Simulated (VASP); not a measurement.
Calculation: HSE06 screened hybrid, VASP's PBE PAW potentials (set 64) (plane waves; VASP 6.6.1). For the first row: Settings: 520 eV cut-off, 6×6×6 Γ-centred mesh, Gaussian smearing of 0.050 eV, potentials Al As.

```csv
system,energy (eV/atom)
AlAs (zinc blende),-5.4974
Al atom,-0.7092
As atom,-2.8793
```

Atoms are spin-polarised in a large box without symmetry, with the spin fixed by Hund's rule, and may not be in the lowest state of each functional; no zero-point energy is added.

What is the cohesive energy per atom of AlAs?

The references average (1×(-0.7092) + 1×(-2.8793))/2 = -1.7943 eV, so the cohesive energy is -1.7943 − (-5.4974) = 3.703 eV/atom.

The cell's shape comes from a PBE relaxation.
